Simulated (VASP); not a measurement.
A run of VASP 6.6.1:

The input INCAR:

```
SYSTEM = Si
PREC = Accurate ; ENCUT = 520
EDIFF = 1E-7 ; ISMEAR = -1
SIGMA = 0.08 ; LREAL = .False.
LASPH = .True. ; NELM = 100
ALGO = Fast ; ISIF = 2
LWAVE = .False. ; LCHARG = .False.
GGA = PS ; NBANDS = 11
```

File KPOINTS:

```
Automatic mesh
0
Gamma
  11 11 11
  0 0 0
```

POSCAR

```
Si
1.0
    0.0000000000      2.6787699606      2.6787699606
    2.6787699606      0.0000000000      2.6787699606
    2.6787699606      2.6787699606      0.0000000000
Si
2
Direct
    0.5000000000      0.5000000000      0.5000000000
    0.7500000000      0.7500000000      0.7500000000
```

Potentials or basis: VASP PAW PBE potentials, release 64 (Si).

The run is started by

```bash
$ cat potpaw_PBE.64/Si/POTCAR > POTCAR
$ mpirun -np 1 vasp_std > vasp.out
```

Hardware: 1 thread of AMD EPYC 9R45 96-Core Processor (Zen 5), with other jobs on the host.

Problem. Estimate the wall time of this run.

Solution. Wall time 13 s on 1 thread of AMD EPYC 9R45 96-Core Processor (Zen 5), with other jobs on the host, peak memory 0.12 GiB. Counts: scf iterations 14, k points 56.
